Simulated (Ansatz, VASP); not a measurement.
# One calculation of Sc3Mo, two programs

```
Sc Mo
1.0
     4.37561    0.00000    0.00000
     0.00000    4.37561    0.00000
     0.00000    0.00000    4.37561
Sc Mo
3 1
Direct
  0.50000 0.00000 0.50000
  0.00000 0.50000 0.50000
  0.50000 0.50000 0.00000
  0.00000 0.00000 0.00000
```

Change from the starting cell: species swapped into the PrIn3 type (Pm-3m, No. 221).

Alike in both runs: functional PBE; k mesh 4 × 4 × 4; occupations gaussian, width 0.1 eV; no spin polarisation.

Ansatz relaxed the structure, and its values are those at the end. VASP's run is a single point on that final structure, the one shown.

|  | VASP | Ansatz |
| --- | --- | --- |
| version | VASP 6.6.1 | Ansatz 0.2.0 |
| potentials or method | VASP PAW PBE potentials, release 64 (Sc_sv, Mo_sv) | scalar-relativistic, plane waves, PAW |
| plane-wave cutoff (eV) | 520 | 420 |
| valence electrons in the cell | 47 | 47 |

Ansatz gave:

```
gap on the k mesh at the Fermi level (eV) : none
pressure (GPa)                            : -0.1
```

**Question.** Which values does VASP return?

**Answer.** gap on the k mesh at the Fermi level (eV): none; pressure (GPa): 0.0.

A gap of «none» marks a metal or a gap that the smearing closes.
